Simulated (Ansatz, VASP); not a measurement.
# Ge (Germanium): VASP beside Ansatz, part 3 of 3

Aim: how closely do two programs agree when they are given the same cell, functional and k mesh? The cell is taken from a series of runs on this material, whose earlier steps may have relaxed, scaled, displaced or heated it; both programs get it as it stands.

VASP 6.6.1 and Ansatz 0.2.0.

So far: Set-up; Ansatz: zone-centre phonons, PBEsol; VASP: zone-centre phonons, PBEsol.

## 3. VASP: zone-centre phonons, PBEsol (continued)

Level of this step: PBEsol; plane waves and PAW (Ge_d) (VASP).

Numbers of over 12 decimals in the logs are rounded to 6 here.

OUTCAR, selected parts (step 3):

```text
ion  position               nearest neighbor table
   1  0.501  0.501  0.501-   2 2.44   2 2.44   2 2.44   2 2.46
   2  0.749  0.749  0.749-   1 2.44   1 2.44   1 2.44   1 2.46

  LATTYP: Found a trigonal (rhomboedric) cell.
 ALAT       =     4.0096386310
 COS(alpha) =     0.5090751761

 Subroutine GETGRP returns: Found 12 space group operations
 (whereof  6 operations were pure point group operations)

The static configuration has the point symmetry C_3v.
 The point group associated with its full space group is D_3d.

   k-points           NKPTS =   1728   k-points in BZ     NKDIM =   1728   number of bands    NBANDS=     20

   dimension x,y,z NGX =    30 NGY =   30 NGZ =   30
   dimension x,y,z NGXF=    60 NGYF=   60 NGZF=   60

   ENCUT  =  500.0 eV  36.75 Ry    6.06 a.u.   7.31  7.31  7.31*2*pi/ulx,y,z

   NELECT =      28.0000    total number of electrons

 k-points in reciprocal lattice and weights: Points of the shifted mesh
   0.04166667  0.04166667  0.04166667       0.001
   0.04166667  0.04166667  0.12500000       0.001
   0.04166667  0.04166667  0.20833333       0.001
   0.04166667  0.04166667  0.29166667       0.001
   0.04166667  0.04166667  0.37500000       0.001
   0.04166667  0.04166667  0.45833333       0.001
   0.04166667  0.04166667  0.54166667       0.001
   0.04166667  0.04166667  0.62500000       0.001
   0.04166667  0.04166667  0.70833333       0.001
[...]
0.95833333  0.95833333  0.87500000       0.001
   0.95833333  0.95833333  0.95833333       0.001

 average (electrostatic) potential at core
       1 -74.1023       2 -74.1023

  Total        0.2798939      0.2798939      0.2798939     -0.1630525     -0.1630525     -0.1630525
  in kB        9.9746241      9.9746241      9.9746241     -5.8107287     -5.8107287     -5.8107287
  external PRESSURE =       9.9746241 kB  Pullay stress =       0.0000000 kB

  energy-cutoff  :      500.00
  volume of cell :       44.96
      direct lattice vectors                 reciprocal lattice vectors
     0.025789506  2.835184020  2.835184020    -0.178780076  0.177168509  0.177168509
     2.835184020  0.025789506  2.835184020     0.177168509 -0.178780076  0.177168509
     2.835184020  2.835184020  0.025789506     0.177168509  0.177168509 -0.178780076

 POSITION                                       TOTAL-FORCE (eV/Angst)
 -----------------------------------------------------------------------------------
      2.85138      2.85138      2.85138        -0.000508     -0.000508     -0.000508
      4.26882      4.26882      4.26882         0.000508      0.000508      0.000508
 -----------------------------------------------------------------------------------
    total drift:                               -0.000000     -0.000000      0.000000

 Eigenvectors and eigenvalues of the dynamical matrix
 ----------------------------------------------------

   1 f  =    8.852566 THz    55.622315 2PiTHz  295.289831 cm-1    36.611257 meV
             X         Y         Z           dx          dy          dz
      2.851380  2.851380  2.851380    -0.143404   -0.412629    0.556033
      4.268817  4.268817  4.268817     0.143404    0.412629   -0.556033

   2 f  =    8.852566 THz    55.622315 2PiTHz  295.289831 cm-1    36.611257 meV
             X         Y         Z           dx          dy          dz
      2.851380  2.851380  2.851380     0.559257   -0.403820   -0.155437
      4.268817  4.268817  4.268817    -0.559257    0.403820    0.155437

   3 f  =    8.732793 THz    54.869757 2PiTHz  291.294624 cm-1    36.115914 meV
             X         Y         Z           dx          dy          dz
      2.851380  2.851380  2.851380    -0.408248   -0.408248   -0.408248
      4.268817  4.268817  4.268817     0.408248    0.408248    0.408248

   4 f  =    0.000000 THz     0.000001 2PiTHz    0.000004 cm-1     0.000000 meV
             X         Y         Z           dx          dy          dz
      2.851380  2.851380  2.851380    -0.006936   -0.272424   -0.652485
      4.268817  4.268817  4.268817    -0.006936   -0.272424   -0.652485

   5 f/i=    0.000000 THz     0.000000 2PiTHz    0.000000 cm-1     0.000000 meV
             X         Y         Z           dx          dy          dz
      2.851380  2.851380  2.851380     0.005677   -0.652517    0.272377
      4.268817  4.268817  4.268817     0.005677   -0.652517    0.272377

   6 f/i=    0.000000 THz     0.000001 2PiTHz    0.000003 cm-1     0.000000 meV
             X         Y         Z           dx          dy          dz
      2.851380  2.851380  2.851380     0.707050    0.002567   -0.008588
      4.268817  4.268817  4.268817     0.707050    0.002567   -0.008588

 ELASTIC MODULI CONTR FROM IONIC RELAXATION (kBar)
 Direction    XX          YY          ZZ          XY          YZ          ZX
 --------------------------------------------------------------------------------
 XX          -0.5402     -0.3750     -0.3750      4.0883     10.1932      3.0640
 YY          -0.3750     -0.5402     -0.3750      3.0640      4.0883     10.1932
 ZZ          -0.3750     -0.3750     -0.5402     10.1932      3.0640      4.0883
 XY           4.0883      3.0640     10.1932   -257.5354     12.1711     12.1711
 YZ          10.1932      4.0883      3.0640     12.1711   -257.5354     12.1711
 ZX           3.0640     10.1932      4.0883     12.1711     12.1711   -257.5354
 --------------------------------------------------------------------------------
```

## 4. Side by side

Known differences besides the potentials themselves: the cutoff is 420 eV in Ansatz and 500 eV in VASP; Ansatz makes its cores anew for this functional, VASP keeps those of its PBE data sets. Total energies have different zeros and are not compared.

The two programs side by side:

```
                  quantity  Ansatz   VASP  difference
     optical mode 1 (cm⁻¹)   291.4  291.3     +0.03 %
optical mode 2 to 3 (cm⁻¹)   294.9  295.3     -0.14 %
```

Modes are paired by rising frequency, not by their patterns, so a pair may set unlike modes beside each other; they are those without the splitting of longitudinal modes.

## 5. Summary of results

* r.m.s. difference of the optical zone-centre modes, each program's sorted by frequency (zone-centre phonons, PBEsol): 0.33 cm⁻¹

What this shows: The r.m.s. difference of the optical zone-centre modes, each program's sorted by frequency is 0.33 cm⁻¹ (zone-centre phonons, PBEsol). How closely two codes agree says nothing of how well the functional describes the real material.

[Lines on the potential files, build, host, timing and source positions are cut from VASP's logs without a mark.]

[Logs are printed without paths, hosts, clocks, repeated set-up lines and the standing remarks that a program may print on its own settings, such as how far it seeks lower states.]

[Hosts, paths, dates, database ids (printed as entryN), source tags and the programs' standing remarks are cut or masked in the printed files.]
